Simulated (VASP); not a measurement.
Here is the system:

```
CELL_PARAMETERS angstrom
      0.00000     3.49087     3.49087
      3.49087     0.00000     3.49087
      3.49087     3.49087     0.00000
ATOMIC_POSITIONS crystal
  Rb 0.00000 0.00000 0.00000
  Br 0.50000 0.50000 0.50000
```

Method: AM05 GGA, VASP's PBE PAW potentials (set 64) (plane waves; VASP). Numerical set-up: 520 eV cut-off, Gaussian smearing of 0.050 eV, potentials Rb_sv Br.

Task: Give the energies of bands 6 to 11 at the high-symmetry points, in eV from the valence-band maximum.

Result: 
```json
[
 {"band": "6", "Γ": "0.00", "X": "-0.45", "U": "-0.45", "L": "-0.89", "W": "-0.44"},
 {"band": "7", "Γ": "0.00", "X": "-0.15", "U": "-0.39", "L": "-0.31", "W": "-0.33"},
 {"band": "8", "Γ": "0.00", "X": "-0.15", "U": "-0.24", "L": "-0.31", "W": "-0.33"},
 {"band": "9", "Γ": "4.30", "X": "5.73", "U": "6.41", "L": "6.75", "W": "7.10"},
 {"band": "10", "Γ": "7.30", "X": "6.95", "U": "7.89", "L": "7.60", "W": "7.10"},
 {"band": "11", "Γ": "7.30", "X": "9.03", "U": "8.09", "L": "9.35", "W": "8.05"}
]
```

The gap is direct, 4.30 eV, from the valence maximum at Γ to the conduction minimum at Γ.

Measured: gap 7.20 eV (computed value off by -2.90 eV), as given by Aguado et al., (1998), arXiv:cond-mat/9809176.

The compound is RbBr in the rock salt structure. It was relaxed first.
